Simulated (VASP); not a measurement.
# Ca3ZrN3 (Pc) in VASP: further runs, part 2 of 2

VASP 6.6.1. The steps go on from the part before.

## Step 4: Single point, r2SCAN

Input file INCAR:

```
ALGO = Normal ; EDIFF = 1E-6
ENCUT = 520 ; ISIF = 2
ISMEAR = 0 ; KPAR = 8
LASPH = T ; LCHARG = F
LMIXTAU = T ; LREAL = F
LWAVE = F ; METAGGA = R2SCAN
NELM = 150 ; PREC = Accurate
SIGMA = 0.1
```

Input file KPOINTS:

```
k-points
0
Gamma
  4 4 4
```

Input file POSCAR:

```
Ca3ZrN3                                 
1.0
    4.8657572571      0.0000000000      0.0015224859
    0.0000000000      4.8413094197      0.0000000000
   -0.0141707664      0.0000000000      9.8005578893
  Ca              Zr              N             
     6     2     6
Direct
     0.5030102132317801    0.5009305418072257    0.7476397854495235
     0.5030102132317801    0.4990694581927743    0.2476397854495235
     0.5035730207705277    0.9973195978176480    0.9984076859732698
     0.5035730207705277    0.0026804021823520    0.4984076859732697
     0.0021093914773775    0.9983360352880182    0.7475293695072560
     0.0021093914773775    0.0016639647119818    0.2475293695072560
     0.0261031708055518    0.4760346584794869    0.9852103231657815
     0.0261031708055518    0.5239653415205130    0.4852103231657815
     0.9982096656398635    0.0341479085702183    0.0005933096958049
     0.9982096656398635    0.9658520914297817    0.5005933096958048
     0.9989184334644093    0.4978353780777297    0.7709087206676849
     0.9989184334644093    0.5021646219222703    0.2709087206676849
     0.4612603846104914    0.5018635945395998    0.0003437955406863
     0.4612603846104914    0.4981364054604002    0.5003437955406863
```

Potentials or basis: VASP PAW PBE potentials, release 64 (Ca_sv, Zr_sv, N).

Run with:

```console
$ cat potpaw_PBE.64/Ca_sv/POTCAR potpaw_PBE.64/Zr_sv/POTCAR potpaw_PBE.64/N/POTCAR > POTCAR
$ mpirun -np 8 vasp_std > vasp.out
```

OUTCAR:

```text
EDIFF = 1E-6
   ENCUT = 520
   ISIF = 2
   ISMEAR = 0
   LASPH = T
   LREAL = F
   METAGGA = R2SCAN
   NELM = 150
   PREC = Accurate

 ion  position               nearest neighbor table
   1  0.503  0.501  0.748-  11 2.42  14 2.43  11 2.46   7 3.29   7 3.45   8 3.46
   2  0.503  0.499  0.248-  12 2.42  13 2.43  12 2.46   8 3.29   8 3.45   7 3.46
   3  0.504  0.997  0.998-  13 2.41   9 2.41  13 2.45   9 2.47   7 3.28   7 3.43   7 3.44
   4  0.504  0.003  0.498-  14 2.41  10 2.41  14 2.45  10 2.47   8 3.28   8 3.43   8 3.44
   5  0.002  0.998  0.748-  10 2.43  11 2.43  11 2.43   7 3.28   7 3.44   8 3.45
   6  0.002  0.002  0.248-   9 2.43  12 2.43  12 2.43   8 3.28   8 3.44   7 3.45
   7  0.026  0.476  0.985-  11 2.11  13 2.13   9 2.15   9 2.71  13 2.76  12 2.81   3 3.28   5 3.28
                             1 3.29   3 3.43   5 3.44   3 3.44   6 3.45   1 3.45   2 3.46
   8  0.026  0.524  0.485-  12 2.11  14 2.13  10 2.15  10 2.71  14 2.76  11 2.81   4 3.28   6 3.28
                             2 3.29   4 3.43   6 3.44   4 3.44   5 3.45   2 3.45   1 3.46
   9  0.998  0.034  0.001-   7 2.15   3 2.41   6 2.43   3 2.47   7 2.71
  10  0.998  0.966  0.501-   8 2.15   4 2.41   5 2.43   4 2.47   8 2.71
  11  0.999  0.498  0.771-   7 2.11   1 2.42   5 2.43   5 2.43   1 2.46   8 2.81
  12  0.999  0.502  0.271-   8 2.11   2 2.42   6 2.43   6 2.43   2 2.46   7 2.81
  13  0.461  0.502  0.000-   7 2.13   3 2.41   2 2.43   3 2.45   7 2.76
  14  0.461  0.498  0.500-   8 2.13   4 2.41   1 2.43   4 2.45   8 2.76

  LATTYP: Found a simple monoclinic cell.
 ALAT       =     4.8657574953
 B/A-ratio  =     0.9949754842
 C/A-ratio  =     2.0141916533
 COS(beta)  =    -0.0011330150

  Lattice vectors:

 A1 = (   4.8657572571,   0.0000000000,   0.0015224859)
 A2 = (   0.0000000000,   4.8413094197,   0.0000000000)
 A3 = (  -0.0141707664,   0.0000000000,   9.8005578893)

Analysis of symmetry for initial positions (statically):
=====================================================================
 Subroutine PRICEL returns:
 Original cell was already a primitive cell.

 Routine SETGRP: Setting up the symmetry group for a
 simple monoclinic supercell.
[... 184 lines left out ...]

 Free energy of the ion-electron system (eV)
  ---------------------------------------------------
  ext. energy  EPLUGINS =         0.00000000
  ---------------------------------------------------
  free energy    TOTEN  =      -159.74922266 eV

  energy without entropy =     -159.73515808  energy(sigma->0) =     -159.74219037

 E-fermi :   4.9803     XC(G=0): -10.8518

 val. band max:        4.8993830515   @ k =   0.2500   0.2500   0.5000
 cond. band min:       5.0107862656   @ k =   0.2500   0.0000   0.0000
 fundamental gap:      0.1114032141
 Fermi energy:         4.9802802152

 k-point     1 :       0.0000    0.0000    0.0000
  band No.  band energies     occupation
      1     -45.3146      2.00000
      2     -45.3143      2.00000
      3     -36.4748      2.00000
      4     -36.4662      2.00000
      5     -36.3877      2.00000
      6     -36.3842      2.00000
[... 1693 lines left out ...]
     67       8.6636      0.00000
     68       8.6636      0.00000

 [... further k-points ...]

------------------------ aborting loop because EDIFF is reached ----------------------------------------

  FORCE on cell =-STRESS in cart. coord.  units (eV):
  Direction    XX          YY          ZZ          XY          YZ          ZX
  --------------------------------------------------------------------------------------
  -------------------------------------------------------------------------------------
  Total       -1.5243637     -1.4846280     -1.6028114      0.0000000      0.0000000     -0.0583961
  in kB      -10.5787636    -10.3030063    -11.1231740      0.0000000      0.0000000     -0.4052569
  external PRESSURE =     -10.6683146 kB  Pullay stress =       0.0000000 kB

 VOLUME and BASIS-vectors are now :
 -----------------------------------------------------------------------------
  energy-cutoff  :      520.00
  volume of cell :      230.87
      direct lattice vectors                 reciprocal lattice vectors
     4.865757257  0.000000000  0.001522486     0.205517763  0.000000000  0.000297161
     0.000000000  4.841309420  0.000000000     0.000000000  0.206555688  0.000000000
    -0.014170766  0.000000000  9.800557889    -0.000031927  0.000000000  0.102034962

 POSITION                                       TOTAL-FORCE (eV/Angst)
 -----------------------------------------------------------------------------------
      2.43693      2.42516      7.32805        -0.013327      0.000170      0.013111
      2.44402      2.41615      2.42777        -0.013327     -0.000170      0.013111
      2.43612      4.82833      9.78572        -0.011979      0.012067      0.001772
      2.44320      0.01298      4.88544        -0.011979     -0.012067      0.001772
     -0.00033      4.83325      7.32621         0.000528     -0.002632      0.012810
      0.00676      0.00806      2.42593         0.000528      0.002632      0.012810
      0.11305      2.30463      9.65565         0.061815     -0.051014     -0.065777
      0.12014      2.53668      4.75537         0.061815      0.051014     -0.065777
      4.85704      0.16532      0.00733         0.005093      0.039533     -0.005395
      4.84995      4.67599      4.90761         0.005093     -0.039533     -0.005395
      4.84957      2.41018      7.55686         0.003351      0.003107      0.049518
      4.85666      2.43113      2.65658         0.003351     -0.003107      0.049518
      2.24438      2.42968      0.00407        -0.045481     -0.009254     -0.006039
      2.23729      2.41163      4.90435        -0.045481      0.009254     -0.006039
 -----------------------------------------------------------------------------------
    total drift:                               -0.003548      0.000000     -0.001241

  FREE ENERGIE OF THE ION-ELECTRON SYSTEM (eV)
  ---------------------------------------------------
  free  energy   TOTEN  =      -159.7492226622 eV

  energy  without entropy=     -159.7351580766  energy(sigma->0) =     -159.74219037
```

OSZICAR:

```text
N       E                     dE             d eps       ncg     rms          rms(c)
DAV:   1     0.125965431419E+04    0.12597E+04   -0.58935E+04  4080   0.173E+03
DAV:   2    -0.661851985518E+02   -0.13258E+04   -0.12919E+04  4660   0.523E+02
DAV:   3    -0.203614200975E+03   -0.13743E+03   -0.13551E+03  5768   0.142E+02
[... 14 lines left out ...]
DAV:  18    -0.159749204236E+03   -0.26406E-03   -0.12054E-04  5472   0.538E-02    0.131E-02
DAV:  19    -0.159749214877E+03   -0.10641E-04   -0.68414E-06  4168   0.144E-02    0.938E-03
DAV:  20    -0.159749217108E+03   -0.22309E-05   -0.15905E-05  4896   0.182E-02    0.379E-03
DAV:  21    -0.159749220633E+03   -0.35246E-05   -0.24591E-06  3608   0.676E-03    0.170E-03
DAV:  22    -0.159749222923E+03   -0.22907E-05   -0.15755E-06  2760   0.730E-03    0.943E-04
DAV:  23    -0.159749222662E+03    0.26124E-06   -0.23801E-07  2400   0.242E-03
   1 F= -.15974922E+03 E0= -.15974219E+03  d E =-.140646E-01
```

stdout:

```text
POSCAR found type information on POSCAR CaZrN
 POSCAR found :  3 types and      14 ions
 scaLAPACK will be used
 -----------------------------------------------------------------------------
|                                                                             |
|           W    W    AA    RRRRR   N    N  II  N    N   GGGG   !!!           |
|           W    W   A  A   R    R  NN   N  II  NN   N  G    G  !!!           |
|           W    W  A    A  R    R  N N  N  II  N N  N  G       !!!           |
[... 20 lines left out ...]
 -----------------------------------------------------------------------------

 LDA part: xc-table for (None), standard interpolation
 POSCAR, INCAR and KPOINTS ok, starting setup
 FFT: planning ... GRIDC
 FFT: planning ... GRID_SOFT
 FFT: planning ... GRID
 WAVECAR not read
 entering main loop
```

It took 2.6 min on 8 MPI ranks of Intel Xeon 6975P-C (Granite Rapids), shared host; peak memory 0.6 GiB.

Results:

```
Free energy            : -159.7492 eV
Pressure               : -1.1 GPa
Largest force          : 0.104 eV/Å
Band gap on the k mesh : none (metal or under the smearing width)
```

Forces in eV/Å, atoms in the order of the input:
```
Ca  -0.013  0.000  0.013
Ca  -0.013  0.000  0.013
Ca  -0.012  0.012  0.002
Ca  -0.012 -0.012  0.002
Ca   0.001 -0.003  0.013
Ca   0.001  0.003  0.013
Zr   0.062 -0.051 -0.066
Zr   0.062  0.051 -0.066
N    0.005  0.040 -0.005
N    0.005 -0.040 -0.005
N    0.003  0.003  0.050
N    0.003 -0.003  0.050
N   -0.045 -0.009 -0.006
N   -0.045  0.009 -0.006
```

Caveat: the PAW data sets were made with another functional, which shifts forces and pressure a little.
